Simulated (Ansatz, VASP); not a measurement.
# Y2In (Y2In (P6_3/mmc)) in two plane-wave programs

Aim: how closely do two programs agree when they are given the same cell, functional and k mesh? The cell is taken from a series of runs on this material, whose earlier steps may have relaxed, scaled, displaced or heated it; both programs get it as it stands.

Method: plane waves, with VASP 6.6.1 beside it; relaxation of cell and atoms at r2SCAN, in Ansatz 0.2.0.

## (1) The structure

Symmetry: P6_3/mmc, No. 194, hexagonal system. Conventional cell: a = 5.394 Å, b = 5.394 Å, c = 6.770 Å, α = 90.00°, β = 90.00°, γ = 120.00°. Y has 8 Y at 3.39 to 3.54 Å and 6 In at 3.54 Å nearest. Y has 5 In at 3.11 to 3.39 Å and 6 Y at 3.54 Å nearest. Nearest to In lie 11 Y at 3.11 to 3.54 Å. Farther neighbours are not listed.

Structure file:

```
Y In
1.0
     5.39419    0.00000    0.00000
    -2.69709    4.67150    0.00000
     0.00000    0.00000    6.77036
Y In
4 2
Direct
  0.00000 0.00000 0.00000
  0.00000 0.00000 0.50000
  0.33333 0.66667 0.75000
  0.66667 0.33333 0.25000
  0.33333 0.66667 0.25000
  0.66667 0.33333 0.75000
```

## (2) Ansatz: relaxation of cell and atoms, r2SCAN

Ansatz runs on its default PAW (the set named soft_2) files.

The relaxed volume is the usual yardstick between codes: in a stiff, nearly cubic crystal its relative difference is about their pressure difference at one cell divided by the bulk modulus.

input.yaml reads:

```yaml
crystal:
  lattice:
    - [5.3941858, 0.0, 0.0]
    - [-2.6970929, 4.671502, 0.0]
    - [0.0, 0.0, 6.7703572]
  atoms:
    - { symbol: "Y", position: [0.0, 0.0, 0.0], spin: 0.3 }
    - { symbol: "Y", position: [0.0, 0.0, 0.5], spin: 0.3 }
    - { symbol: "Y", position: [0.33333333, 0.66666667, 0.75], spin: 0.3 }
    - { symbol: "Y", position: [0.66666667, 0.33333333, 0.25], spin: 0.3 }
    - { symbol: In, position: [0.33333333, 0.66666667, 0.25], spin: 0.3 }
    - { symbol: In, position: [0.66666667, 0.33333333, 0.75], spin: 0.3 }
magnetization:
  spin_polarized: true
basis:
  ecutwfc: 500
  xc_grid: 2
hamiltonian:
  xc: r2scan
kpoints:
  mp_grid: { grid: [8, 8, 6] }
scf:
  occupations: { method: fermi_dirac, width: 0.05 }
  max_iter: 150
output:
  forces: true
  stress: true
relax:
  f_tol: 0.01
  max_steps: 60
  cell: {}
checkpoint:
  write: "../r2scan.run"
  compress: false
  write_wavefunctions: false
  write_every: 100000
```

Run with:

```console
$ ansatz run input.yaml --threads 4 --pin off --max-ram 6594MiB --backend cpu --events-out ev --progress --plain --runs-dir out
```

Numbers of over 12 decimals in the logs are rounded to 6 here.

Log:

```text
Engine: ansatz 0.2.0, aarch64-unknown-linux-gnu
Pseudopotentials: kind: paw
Pseudopotential: Y, paw, valence charge 11, recommended cutoff 500 eV (meta_gga), Y.paw.azcp
Pseudopotential: In, paw, valence charge 13, recommended cutoff 500 eV (meta_gga), In.paw.azcp
Functional definition: r2SCAN
  parameter k0 = 0.174
  parameter k1 = 0.065
  parameter a1 = 4.9479
  exchange = r2scan_x(k0 = k0, k1 = k1, a1 = a1)
  correlation = r2scan_c
Crystal: 6 atoms, lattice volume = 170.606 Å³
Basis set: ecut = 500 eV, 4297 PW (Γ), exchange–correlation on 80×80×100 points (8 copies of the dense FFT grid, shifted against one another)
Bands: 44, of which v1, the nominal top of the filled ones, is band 35 counted from 1 (34 counted from 0)
Symmetry: 24 space group operations
Space group: P63/mmc (ITA 194), of the structure as read, at distance tolerance 5.5e-5 Å
Magnetic group: BNS 194.263 (UNI 1493), of the structure as read, at distance tolerance 5.5e-5 Å
k-points: 40 of 384
Non-local potential: Y, projectors of the file, l = 0: 3, l = 1: 2, l = 2: 2, l = 3: 1
Non-local potential: In, projectors of the file, l = 0: 2, l = 1: 2, l = 2: 2, l = 3: 2
PAW form: soft (Blöchl's): semilocal exchange-correlation on the pseudo side does not see the compensation charge
PAW frozen core: Y, regenerated for the run's functional (the file was generated under x = pbe(κ = 0.804, μ = 0.219515), c = pbe(β = 0.066725))
PAW frozen core: In, regenerated for the run's functional (the file was generated under x = pbe(κ = 0.804, μ = 0.219515), c = pbe(β = 0.066725))
PAW one-centre angular grid: Y, 590 points (default); XC on 160 Gauss nodes
PAW one-centre angular grid: In, 590 points (default); XC on 289 of its mesh's 2783 points in the sphere
Initial density: superposition of atomic densities (chi_scale 0.1, normalization cell)
Starting moments: Σ|m| = 1.8 μB on 6 of 6 sites
Initial wavefunctions: pseudopotential atomic-orbital guess
Functional: x = r2scan, c = r2scan; τ floored in thin density (d = 2e-4 eV/Å³)
iter 1 solved again at ethr=1.57e-3 eV; its pass at ethr=3.10e-3 eV (dr2=1.10e0 eV) is discarded
SCF iter   1: F=—  HF=-26664.342197 eV  |F-HF|=—  |Δ(HF+E_count)|=         —  Δρ=1.20e-2 (↑1.20e-2 ↓1.08e-2)  dr2=1.09e0  dr2_τ=5.16e-3  dr2_m=1.69e-2  M=0.987 μB ∫|m|=0.993 μB  β_m=0.67  ethr=1.57e-3  ⟨swp⟩=3.0  Hψ=18795  notcnv=0
Mixer restart at iter 1: flushing history
preconditioner: auto → Kerker (q_TF=auto, 2.352 Å⁻¹)  [metal: Δε(μ)=0.014 eV  Ē_g=10.377 eV  σ=0.050 eV  W_gap=0.07  n_scr=40 (ndim 8)  ℏωp=17.5 eV  f_vac=0.000  D(μ)=6.45/eV (n_scr^D=52)]
spin=Collinear: Kerker preconditioning applied to the charge; magnetization (m = ρ↑ − ρ↓) channel mixes plain (no charge-response kernel on spin).
SCF iter   2: F=—  HF=-26664.614204 eV  |F-HF|=—  |Δ(HF+E_count)|=   2.72e-1  Δρ=9.17e-3 (↑9.12e-3 ↓9.17e-3)  dr2=7.61e-1  dr2_τ=2.21e-3  dr2_m=3.37e-3  M=0.990 μB ∫|m|=1.003 μB  β_m=1.00  ethr=1.55e-3  ⟨swp⟩=3.1  Hψ=5407  notcnv=0  κ⁻¹=1.0e0(r=1)
SCF iter   3: F=—  HF=-26665.335055 eV  |F-HF|=—  |Δ(HF+E_count)|=   7.21e-1  Δρ=6.50e-3 (↑5.90e-3 ↓6.50e-3)  dr2=3.80e-1  dr2_τ=1.96e-3  dr2_m=9.34e-4  M=1.106 μB ∫|m|=1.217 μB  β_m=0.64  ethr=1.09e-3  ⟨swp⟩=2.2  Hψ=4847  notcnv=0  defer=79  κ⁻¹=1.9e-1(r=2)
SCF iter   4: F=—  HF=-26665.537748 eV  |F-HF|=—  |Δ(HF+E_count)|=   2.03e-1  Δρ=2.43e-3 (↑1.89e-3 ↓2.43e-3)  dr2=4.19e-2  dr2_τ=1.16e-3  dr2_m=1.26e-3  M=1.473 μB ∫|m|=1.797 μB  β_m=1.00  ethr=5.43e-4  ⟨swp⟩=3.0  Hψ=7109  notcnv=0  defer=85  κ⁻¹=1.4e-2(r=3)
SCF iter   5: F=—  HF=-26665.581268 eV  |F-HF|=—  |Δ(HF+E_count)|=         —  Δρ=1.45e-3 (↑1.16e-3 ↓1.45e-3)  dr2=1.46e-2  dr2_τ=3.00e-4  dr2_m=3.52e-4  M=1.673 μB ∫|m|=1.990 μB  β_m=1.00  ethr=5.99e-5  ⟨swp⟩=2.5  Hψ=5259  notcnv=0  defer=86
Mixer restart at iter 5: flushing history
SCF iter   6: F=—  HF=-26665.595591 eV  |F-HF|=—  |Δ(HF+E_count)|=   1.43e-2  Δρ=1.05e-3 (↑8.56e-4 ↓1.05e-3)  dr2=8.35e-3  dr2_τ=5.40e-5  dr2_m=1.03e-4  M=1.720 μB ∫|m|=2.051 μB  β_m=1.00  ethr=2.09e-5  ⟨swp⟩=1.1  Hψ=3528  notcnv=0  defer=88  κ⁻¹=1.0e0(r=1)
SCF iter   7: F=—  HF=-26665.611814 eV  |F-HF|=—  |Δ(HF+E_count)|=   1.62e-2  Δρ=3.33e-4 (↑3.33e-4 ↓3.24e-4)  dr2=7.05e-4  dr2_τ=5.97e-6  dr2_m=1.66e-5  M=1.797 μB ∫|m|=2.175 μB  β_m=1.00  ethr=1.19e-5  ⟨swp⟩=2.4  Hψ=6508  notcnv=0  defer=88  κ⁻¹=3.9e-2(r=2)
[...]
the starting moments were not kept: 2 of 6 ended reversed and 4 kept their direction, counting a site from 0.1 of the cell's largest site moment. The largest reversed, site 4 (counted from 0, in the order of the report's site_moments_mub), started with +0.3 μB and closes at -6.0e-2 μB in its sphere.
SCF 3 converged in 7 iterations: F = -26665.612579 eV  dr2 = 8.98e-10
relax step   3: F+E_penalty+E_count = -26665.61257894 eV  Δ(F+E_penalty+E_count) = -3.256e-6 eV  max|allowed force component| = 8.481e-18 eV/Å  Δτ_max = 0.0000 Å  P = -0.000 GPa  Ω = 170.437 Å³  energy of the carried Pulay correction = +2.501e-5 eV  (7 SCF iters, dr2 threshold 6.87e-9 eV, accepted)
Initial wavefunctions: pseudopotential atomic-orbital guess (no wavefunctions were taken with the density)
[...]
SCF iter   4: F=—  HF=-26665.612557 eV  |F-HF|=—  |Δ(HF+E_count)|=   1.43e-7  Δρ=1.82e-6 (↑1.82e-6 ↓1.41e-6)  dr2=2.38e-8  dr2_τ=7.35e-10  dr2_m=2.37e-10  M=1.792 μB ∫|m|=2.183 μB  β_m=1.00  ethr=5.19e-11  ⟨swp⟩=1.5  Hψ=3754  notcnv=0  κ⁻¹=1.7e-4(r=3)
SCF iter   5: F=—  HF=-26665.612557 eV  |F-HF|=—  |Δ(HF+E_count)|=   1.51e-7  Δρ=1.02e-6 (↑1.02e-6 ↓8.11e-7)  dr2=7.61e-9  dr2_τ=2.14e-10  dr2_m=4.81e-11  M=1.792 μB ∫|m|=2.182 μB  β_m=1.00  ethr=3.41e-11  ⟨swp⟩=2.5  Hψ=5050  notcnv=0  κ⁻¹=2.5e-5(r=4)
SCF iter   6: F=—  HF=-26665.612557 eV  |F-HF|=—  |Δ(HF+E_count)|=   1.56e-8  Δρ=8.46e-7 (↑8.46e-7 ↓6.17e-7)  dr2=4.74e-9  dr2_τ=1.33e-10  dr2_m=4.73e-11  M=1.792 μB ∫|m|=2.182 μB  β_m=1.00  ethr=1.09e-11  ⟨swp⟩=1.0  Hψ=3520  notcnv=0  κ⁻¹=4.8e-6(r=5)
SCF iter   7: F=—  HF=-26665.612557 eV  |F-HF|=—  |Δ(HF+E_count)|=   1.70e-8  Δρ=4.44e-7 (↑4.44e-7 ↓3.29e-7)  dr2=1.32e-9  dr2_τ=3.73e-11  dr2_m=1.47e-11  M=1.792 μB ∫|m|=2.182 μB  β_m=1.00  ethr=6.78e-12  ⟨swp⟩=2.6  Hψ=5330  notcnv=0  κ⁻¹=1.6e-6(r=6)
SCF iter   8: F=—  HF=-26665.612557 eV  |F-HF|=—  |Δ(HF+E_count)|=   3.22e-9  Δρ=2.87e-7 (↑2.87e-7 ↓2.18e-7)  dr2=5.75e-10  dr2_τ=1.71e-11  dr2_m=5.60e-12  M=1.792 μB ∫|m|=2.182 μB  β_m=1.00  ethr=1.89e-12  ⟨swp⟩=1.2  Hψ=3804  notcnv=0  κ⁻¹=1.1e-6(r=7)
SCF iter   9: F=—  HF=-26665.612557 eV  |F-HF|=—  |Δ(HF+E_count)|=   2.56e-9  Δρ=1.43e-7 (↑1.43e-7 ↓1.11e-7)  dr2=1.48e-10  dr2_τ=4.26e-12  dr2_m=1.06e-12  M=1.792 μB ∫|m|=2.182 μB  β_m=1.00  ethr=1.00e-12  ⟨swp⟩=2.7  Hψ=5600  notcnv=0  κ⁻¹=2.0e-7(r=8)
SCF iter  10: F=—  HF=-26665.612557 eV  |F-HF|=—  |Δ(HF+E_count)|=  5.64e-10  Δρ=9.03e-8 (↑9.03e-8 ↓6.63e-8)  dr2=5.51e-11  dr2_τ=1.63e-12  dr2_m=5.35e-13  M=1.792 μB ∫|m|=2.182 μB  β_m=1.00  ethr=1.00e-12  ⟨swp⟩=1.0  Hψ=3520  notcnv=0  κ⁻¹=4.4e-6(r=8)
SCF iter  11: F=-26665.612557 eV  HF=-26665.612557 eV  |F-HF|=7.28e-12  |Δ(HF+E_count)|=  3.31e-10  Δρ=8.96e-9 (↑7.86e-9 ↓8.96e-9)  dr2=7.99e-13  dr2_τ=7.69e-15  dr2_m=2.32e-14  M=1.792 μB ∫|m|=2.182 μB  ethr=1.00e-12  ⟨swp⟩=3.0  Hψ=10637  notcnv=0
the starting moments were not kept: 2 of 6 ended reversed and 4 kept their direction, counting a site from 0.1 of the cell's largest site moment. The largest reversed, site 4 (counted from 0, in the order of the report's site_moments_mub), started with +0.3 μB and closes at -6.0e-2 μB in its sphere.
SCF 4 converged in 11 iterations: F = -26665.612557 eV  dr2 = 7.99e-13
relax step   4: F+E_penalty+E_count = -26665.61255702 eV  Δ(F+E_penalty+E_count) = +2.191e-5 eV  max|allowed force component| = 1.002e-17 eV/Å  Δτ_max = 0.0000 Å  P = -0.000 GPa  Ω = 170.437 Å³  stress off target by 2.92e-4 GPa  SCF on the basis re-selected at this cell (its energy is not comparable with the rows above)  (11 SCF iters)
basis re-selected at this cell: Δ(F+E_penalty+E_count) = +2.191e-5 eV, ΔP = -0.000 GPa vs the last step (what re-selecting the basis moved, of the pressure what is left beyond the Pulay correction that the steps carried, after the strain that the cell walked since its last selection, with what the two solves' SCF thresholds leave and, on support functions, any second-order correction that the steps lacked; it is no m [...]
SCF converged after 11 iterations
Stability not checked: this state was not tested for a lower state beside it, because the mixer in use, unlike msr1, does not test its closes by its own steps (another_mixer; see scf.mixing.algorithm and scf.lower_state_search)
Magnetization: 1.7920 μB (35.8960 up, 34.1040 down)
Absolute magnetization: 2.1856 μB (∫|ρ↑−ρ↓|, with the PAW one-centre terms)
Spin contamination: 0.0746 ħ² per cell (⟨S²⟩ above its minimum at these occupations)
Per-site moments (μB) at R_I (Å): [(0.348210, 1.397469), (0.348210, 1.397469), (0.182769, 1.283530), (0.182769, 1.283530), (-0.059701, 1.283530), (-0.059701, 1.283530)]
Free energy (F): -26665.612557 eV
Harris-Foulkes:  -26665.612557 eV  (|F-HF|=7.28e-12)
Internal energy: -26665.569423 eV  (E = F + TS)
E sigma→0 (E₀):  -26665.590990 eV
Entropy (-TS):   -0.043134 eV (-7.189 meV/atom)
Fermi energy:    10.507322 eV
--- Per-component energies (eV) ---
  E_band       = -520.784567
  E_kinetic    = 1706.323314
  E_local      = -4550.910382  (includes V_loc(G=0)·N_el)
  E_nonlocal   = 930.225754
  E_hartree    = 1627.530266
  E_xc         = -1075.635988
  E_vxc        = -1104.685062  (∫ρ·V_xc dr)
  E_paw        = -19732.977058  (= ΣΔE_a)
  E_vpaw       = -820.721949  (= ΣTr[D̂ρ^β])
  E_aug_tail   = 0.000028  (compensation charges beyond the density's cutoff)
  E_vtau       = 63.923211  (kinetic-family band-sum trace: ∫τ·v_τ [+ j·A + Jᵃ·Aᵃ] dr)
  E_ewald      = -5571.440634
  E_core_change = 1.315278  (= ΣΔE_core)
  E_smearing   = -0.043134  (= −TS)
  E_closure    = 0.000000  (closes the sum)
  Σ components = -26665.612557   (vs F -26665.612557, Δ=0.00e0)
--- Forces (eV/Å), atoms counted from 1 ---
  atom   1  Y      0.00000000     0.00000000    -0.00000000
  atom   2  Y      0.00000000     0.00000000     0.00000000
  atom   3  Y     -0.00000000     0.00000000     0.00000000
  atom   4  Y     -0.00000000     0.00000000     0.00000000
  atom   5  In    -0.00000000     0.00000000     0.00000000
  atom   6  In     0.00000000     0.00000000     0.00000000
  max |Σ_I F_I| component: 2.31e-17 eV/Å
--- Stress (GPa, compression-positive) ---
       -0.000292      -0.000000       0.000000
        0.000000      -0.000292       0.000000
        0.000000       0.000000       0.000117
  P = ⅓ Tr σ = -0.0002 GPa (-0.002 kbar)
--- Relaxed structure (3 steps of the walk, 3 accepted, 1 SCFs on fresh bases) ---
  F+E_penalty+E_count = -26665.61255702 eV   max|allowed force component| = 1.002e-17 eV/Å   (the final SCF, on the basis selected at the relaxed cell)
  cell:  # Å, volume = 170.4373 Å³
    - [5.389430, 0.0, 0.0]
    - [-2.694715, 4.667383, 0.0]
    - [0.0, 0.0, 6.775608]
  atoms:
    - { symbol: Y, position: [0, 0, 0] }
    - { symbol: Y, position: [0, 0, 0.5] }
    - { symbol: Y, position: [0.333333, 0.666667, 0.750000] }
    - { symbol: Y, position: [0.666667, 0.333333, 0.25] }
    - { symbol: In, position: [0.333333, 0.666667, 0.25] }
    - { symbol: In, position: [0.666667, 0.333333, 0.750000] }
```

In the SCF lines HF is the Harris–Foulkes energy and dr2 the Hartree energy of the density residual, in eV; the loop may stop once dr2 is under the threshold and the program's other checks hold. Hψ counts applications of the Hamiltonian.

[end of part 1 of 2]

[Lines on the potential files, build, host, timing and source positions are cut from VASP's logs without a mark.]

[Logs are printed without paths, hosts, clocks, repeated set-up lines and the standing remarks that a program may print on its own settings, such as how far it seeks lower states.]

[Hosts, paths, dates, database ids (printed as entryN), source tags and the programs' standing remarks are cut or masked in the printed files.]
